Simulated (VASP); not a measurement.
Data:

```
Cs2Se
1.0
    5.36635     0.00000     0.00000
   -2.68318     4.64740     0.00000
    0.00000     0.00000     5.18959
Cs Se
2 1
Cartesian
  2.68318   1.54913   3.70857
  0.00000   3.09827   1.48102
  0.00000   0.00000   0.00000
```

Level of theory: LDA (Ceperley-Alder, Perdew-Zunger), VASP's LDA PAW potentials (set 64) (plane waves; VASP). Numerical set-up: 400 eV cut-off, 5×5×4 Γ-centred mesh, Gaussian smearing of 0.050 eV, potentials Cs_sv Se.

**Question.** What does the run give for the energy per atom (σ→0)?

**Answer.** 
| Item | Value |
|---|---|
| energy per atom (σ→0) | -3.072 eV/atom |

Only differences to runs with the same potentials and settings are physical.

The structure comes from a computed database's Cs2Se entry (P-3m1); how it stands against other phases isn't given here. It was relaxed first, which changed the volume by -26 %. The start is the result of an earlier pass.
